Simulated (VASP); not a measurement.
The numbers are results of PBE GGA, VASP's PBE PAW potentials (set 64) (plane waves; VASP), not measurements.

Input for VASP

### KPOINTS
```
Automatic
0
Gamma
11 11 5
```

**INCAR**
```
EDIFF = 1E-7   ! SCF stop (eV)
LCHARG = T
ENCUT = 400   ! plane-wave cut-off (eV)
LMAXMIX = 6   ! l cut-off of mixed one-centre charges
LWAVE = F
SYSTEM = PtS
LREAL = F
LASPH = T
NEDOS = 601   ! DOS grid
ISMEAR = -5
GGA = PE
PREC = Accurate
ISIF = 2
LEFG = T
ALGO = Normal
LORBIT = 11   ! lm-projected
NELM = 100   ! most electronic steps
```

**POSCAR**
```
PtS
1
    3.7083160104    -0.0000000000     0.0000000000
   -1.8541580053     3.2114959058     0.0000000000
    0.0000000000     0.0000000000     6.6027104164
Pt S
2 2
Direct
  0.3333330000   0.6666670000   0.0092091486
  0.6666670000   0.3333330000   0.5092091486
  0.3333330000   0.6666670000   0.3657908514
  0.6666670000   0.3333330000   0.8657908514
```

POTCAR, in this order: Pt S (PBE.64 set). Program: vasp_std.

### Question
What will the output report for the number of irreducible k-points (NKPTS), number of bands (NBANDS), largest plane-wave count, number of space-group operations, FFT grid (NGX, NGY, NGZ)?

### Answer

* **number of irreducible k-points (NKPTS)**: 48
* **number of bands (NBANDS)**: 20
* **largest plane-wave count**: 1447
* **number of space-group operations**: 12
* **FFT grid (NGX, NGY, NGZ)**: 24 × 24 × 48

The structure was generated: PtS was put into the wurtzite type (P6_3mc), which need not be its known phase. It was relaxed first, which changed the volume by -9 %.
